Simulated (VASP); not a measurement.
A run of VASP 6.6.1 is set up as follows.

INCAR

```
SYSTEM = PmTe
PREC     = Accurate       ! precision mode
ENCUT    = 520            ! plane-wave cutoff, eV
EDIFF    = 1E-6           ! SCF threshold, eV
ISMEAR   = 0              ! smearing method
SIGMA    = 0.05           ! smearing width, eV
LREAL    = .False.        ! projectors in reciprocal space
LASPH    = .True.         ! aspherical terms in the spheres
NELM     = 120            ! most SCF steps
ALGO     = Fast           ! electronic algorithm
ISIF     = 2              ! what is computed and relaxed
LWAVE    = .False.        ! write WAVECAR
LCHARG   = .True.         ! write CHGCAR
ISPIN    = 2              ! spin polarisation
MAGMOM   = 4 -4 0 0       ! initial moments
LORBIT   = 11             ! projections on sites
LMAXMIX  = 6              ! l up to which the mixer works
LDAU     = .True.         ! DFT+U
LDAUTYPE = 2            
LDAUL    = 3 -1           ! shell
LDAUU    = 3 0            ! U, eV
LDAUJ    = 0 0          
LDAUPRINT= 1            
GGA      = CA             ! functional
LELF     = .True.         ! ELF
LVHAR    = .True.       
NBANDS   = 33             ! bands
```

File KPOINTS:

```
regular mesh
0
Gamma
  4 4 5
  0 0 0
```

Contents of POSCAR:

```
PmTe
1.0
    3.7629149800      3.7629149800      0.0000000000
   -3.7629149800      3.7629149800      0.0000000000
    0.0000000000      0.0000000000      3.7629149800
Pm Te
2 2
Direct
    0.0000000000      0.0000000000      0.0000000000
    0.5000000000      0.5000000000      0.0000000000
    0.5000000000      0.0000000000      0.5000000000
    0.0000000000      0.5000000000      0.5000000000
```

Potentials or basis: VASP PAW PBE potentials, release 64 (Pm, Te).

The run is started by

```console
$ cat potpaw_PBE.64/Pm/POTCAR potpaw_PBE.64/Te/POTCAR > POTCAR
$ mpirun -np 1 vasp_std > vasp.out
```

(1) Estimate the net moment.

(2) What does it give for the site moments?

(3) What does it give for the band gap on the k mesh?

Answers

(1) 0.00 μB per cell.

(2) Pm +4.34, -4.34; Te +0.00 μB.

(3) none (metal or under the smearing width).

Caveat: the magnetic or orbital state may not be the lowest; spin-orbit coupling is left out, which moves the levels of the heavy elements; the U is typed as a test and isn't derived for this compound.
